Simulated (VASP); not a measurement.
Consider the following.

```
CELL_PARAMETERS angstrom
      4.86832    -8.43217     0.00000
      4.86832     8.43217     0.00000
      0.00000     0.00000    10.55628
ATOMIC_POSITIONS crystal
  Ga 0.22207 0.11122 0.25035
  Ga 0.11062 0.22195 0.99961
  Ga 0.22210 0.11111 0.75044
  Ga 0.11297 0.22264 0.50220
  Ga 0.22221 0.44442 0.24780
  Ga 0.11065 0.55528 0.99962
  Ga 0.22723 0.44666 0.74889
  Ga 0.11280 0.55676 0.50229
  Ga 0.22211 0.77746 0.25034
  Ga 0.11106 0.88887 0.00063
  Ga 0.22202 0.77716 0.75040
  Ga 0.11100 0.88880 0.50061
  Ga 0.55453 0.11058 0.25102
  Ga 0.44453 0.22193 0.99959
  Ga 0.55528 0.11065 0.75005
  Ga 0.44258 0.22286 0.50228
  Ga 0.55538 0.44440 0.24780
  Ga 0.44430 0.55544 0.99491
  Ga 0.55255 0.44664 0.74891
  Ga 0.55548 0.77771 0.24777
  Ga 0.44450 0.88911 0.99957
  Ga 0.55254 0.77201 0.74891
  Ga 0.44242 0.88611 0.50216
  Ga 0.88896 0.11069 0.25087
  Ga 0.77774 0.22221 0.00064
  Ga 0.88853 0.11080 0.75009
  Ga 0.77735 0.22197 0.49959
  Ga 0.88890 0.44502 0.25090
  Ga 0.77777 0.55528 0.99956
  Ga 0.88848 0.44389 0.75010
  Ga 0.77656 0.55696 0.50227
  Ga 0.88838 0.77756 0.25041
  Ga 0.77782 0.88914 0.99961
  Ga 0.88829 0.77731 0.75041
  Ga 0.77662 0.88630 0.50229
  N  0.22174 0.11053 0.43891
  N  0.11030 0.22056 0.18741
  N  0.22184 0.11048 0.93839
  N  0.11051 0.22143 0.68955
  N  0.19777 0.43219 0.43059
  N  0.11031 0.55641 0.18739
  N  0.21924 0.44289 0.94008
  N  0.11047 0.55522 0.68960
  N  0.22161 0.77763 0.43890
  N  0.11087 0.88873 0.18920
  N  0.22181 0.77792 0.93835
  N  0.11082 0.88854 0.68877
  N  0.55448 0.11047 0.43946
  N  0.44313 0.22049 0.18740
  N  0.55591 0.11120 0.93831
  N  0.44401 0.22142 0.68959
  N  0.56709 0.43232 0.43058
  N  0.44433 0.55552 0.18621
  N  0.55677 0.44289 0.94009
  N  0.44411 0.55510 0.70245
  N  0.56725 0.80154 0.43049
  N  0.44317 0.88930 0.18738
  N  0.55680 0.78043 0.94007
  N  0.44394 0.88866 0.68950
  N  0.88883 0.11057 0.43938
  N  0.77746 0.22212 0.18941
  N  0.88854 0.11126 0.93833
  N  0.77743 0.22181 0.68814
  N  0.88870 0.44485 0.43940
  N  0.77915 0.55655 0.18736
  N  0.88848 0.44382 0.93835
  N  0.77785 0.55531 0.68959
  N  0.88908 0.77787 0.43898
  N  0.77924 0.88943 0.18735
  N  0.88934 0.77797 0.93839
  N  0.77782 0.88880 0.68957
```
Cell charge -1.

These are HSE06 screened hybrid, VASP's PBE PAW potentials (set 64) (plane waves; VASP) values and carry that method's errors. Numerical set-up: PREC = Normal, LREAL = Auto, ISYM = 0, NELECT = 286.0, EDIFF = 1E-5, 400 eV cut-off, 1×1×1 Γ-centred mesh, Gaussian smearing of 0.050 eV, potentials Ga N. Starting moments (MAGMOM): 71*0.0282. The cell's moment is fixed (NUPDOWN = 2).

The cell is charged, with a uniform compensating background. The supercell is sampled at Γ alone, which is coarse: total energies, pressure and levels can be off, energies of defects by several tenths of an eV.

Problem. Predict the cell moment, energy per atom (σ→0).

Solution. 
```yaml
cell_moment: 2.00 μB
energy per atom (σ→0): -7.246 eV/atom
```

Problem. Give the moment on each site (PAW-sphere projection).

Solution. 
```tsv
site	moment (μB)
Ga1	0.00
Ga2	0.00
Ga3	0.00
Ga4	-0.01
Ga5	-0.01
Ga6	0.00
Ga7	0.00
Ga8	-0.01
Ga9	0.00
Ga10	0.00
Ga11	0.00
Ga12	0.00
Ga13	0.00
Ga14	0.00
Ga15	0.00
Ga16	-0.01
Ga17	-0.01
Ga18	0.00
Ga19	0.00
Ga20	-0.01
Ga21	0.00
Ga22	0.00
Ga23	-0.01
Ga24	0.00
Ga25	0.00
Ga26	0.00
Ga27	-0.01
Ga28	0.00
Ga29	0.00
Ga30	0.00
Ga31	-0.01
Ga32	0.00
Ga33	0.00
Ga34	0.00
Ga35	-0.01
N36	0.00
N37	0.00
N38	0.00
N39	0.00
N40	0.43
N41	0.00
N42	0.00
N43	0.00
N44	0.00
N45	0.00
N46	0.00
N47	0.00
N48	0.07
N49	0.00
N50	0.00
N51	0.00
N52	0.43
N53	0.01
N54	0.00
N55	0.00
N56	0.43
N57	0.00
N58	0.00
N59	0.00
N60	0.07
N61	0.00
N62	0.00
N63	0.00
N64	0.07
N65	0.00
N66	0.00
N67	0.00
N68	0.00
N69	0.00
N70	0.00
N71	0.00
```

The cell is a supercell with a defect, built from GaN (wurtzite): vac_Ga, charge -1. The cell's shape comes from a PBE relaxation.
